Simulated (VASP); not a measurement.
Given:

```
CELL_PARAMETERS angstrom
      0.00000     2.55461     2.55461
      2.55461     0.00000     2.55461
      2.55461     2.55461     0.00000
ATOMIC_POSITIONS crystal
  Ge 0.00000 0.00000 0.00000
  Mo 0.50000 0.50000 0.50000
```

Method: r2SCAN meta-GGA, VASP's PBE PAW potentials (set 64) (plane waves; VASP). Settings: 400 eV cut-off, 14×14×14 Γ-centred mesh, tetrahedra with Blöchl corrections, potentials Ge_d Mo_sv.

Task: Predict the energy per atom (σ→0), band gap (over mesh and band path) with the smallest direct gap where there is one.

Result: 
```yaml
band gap (over mesh and band path): none (metal, semimetal or under 0.01 eV)
energy per atom (σ→0): -19491 meV/atom
```

Only differences to runs with the same potentials and settings are physical.

The structure was generated: GeMo was put into the rocksalt type (Fm-3m), which need not be its known phase. It was relaxed first, which changed the volume by -24 %.
